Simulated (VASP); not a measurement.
An input for Ansatz (written as the equivalent of a VASP run, and not itself run):

Ansatz 0.2 input:
```yaml
crystal:
  lattice:
    - [0.0000000, 1.9970481, 1.9970481]
    - [1.9970481, 0.0000000, 1.9970481]
    - [1.9970481, 1.9970481, 0.0000000]
  atoms:
    - { symbol: Li, position: [0.0000000, 0.0000000, 0.0000000] }
    - { symbol: H, position: [0.5000000, 0.5000000, 0.5000000] }
kpoints:
  mp_grid: { grid: [10, 10, 10] }
hamiltonian:
  xc: r2scan
  pseudopotentials: { kind: paw }
scf:
  occupations: { method: gaussian, width: 0.05 }
  max_iter: 100
relax:
  max_steps: 60
  f_tol: 0.01
  cell: {}
output: { forces: true, stress: true, eigenvalues: true }
```

### Question
Translate this input to VASP (INCAR, KPOINTS, POSCAR, choice of POTCAR).

### Answer
One answer among several that fit: 
File POSCAR:
```
LiH
1.0
  0.0000000000   1.9970481038   1.9970481038
  1.9970481038   0.0000000000   1.9970481038
  1.9970481038   1.9970481038   0.0000000000
Li H
1 1
Cart
  0.0000000000   0.0000000000   0.0000000000
  1.9970481038   1.9970481038   1.9970481038
```

### INCAR
```
SYSTEM  =  LiH
PREC  =  Accurate; ENCUT  =  520; LREAL  =  .FALSE.
LASPH  =  .TRUE.
EDIFF  =  1E-6; NELM  =  100; ALGO  =  Normal
LMIXTAU  =  .TRUE.
ISMEAR  =  0; SIGMA  =  0.05
METAGGA  =  R2SCAN
IBRION  =  2; NSW  =  60; ISIF  =  3
EDIFFG  =  -0.01
LWAVE  =  .FALSE.; LCHARG  =  .FALSE.
```

### KPOINTS
```
Automatic mesh
0
Gamma
10 10 10
0 0 0
```

POTCAR, in this order: Li_sv H (PBE.64 set). Program: vasp_std.

The two are equivalent in intent, not identical: each code has its own PAW files, so the cut-off isn't converted (ENCUT is set for VASP's; basis.ecutwfc is left out, and Ansatz then takes the one that its files recommend); Ansatz stops its SCF on the density residual and VASP on the energy change (EDIFF).

The compound is LiH in the rock salt structure. It was relaxed first, which changed the volume by -6 %. The start is the result of an earlier pass.
